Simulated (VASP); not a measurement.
Consider the following.

```xyz
2
Lattice="3.2130 0.0000 0.0000 0.0000 3.2130 0.0000 0.0000 0.0000 3.2130" Properties=species:S:1:pos:R:3 pbc="T T T"
Zn     1.6065     1.6065     1.6065
Au     0.0000     0.0000     0.0000
```

Calculation: PBE GGA + U (Dudarev), VASP's PBE PAW potentials (set 64) (plane waves; VASP). Settings: 400 eV cut-off, 10×10×10 Γ-centred mesh, first-order Methfessel-Paxton smearing of 0.10 eV, potentials Zn Au, U − J: Zn 2.00 eV.

Question: Give the stress tensor in GPa (positive for a compressed cell).

Answer: 
```
-3.81   0.00   0.00
 0.00  -3.81   0.00
 0.00   0.00  -3.81
```
The pressure is its mean diagonal, -3.81 GPa.

The compound is AuZn in the CsCl type structure. The cell was not relaxed at this level. The run is one of a series of settings (LDAU = .TRUE., LDAUJ = 0 0, LDAUL = 2 -1, LDAUTYPE = 2, LDAUU = 2.0 0 against the base run), some of them coarse on purpose. The electron count is odd and the run is not spin-polarised, which forces a metal.
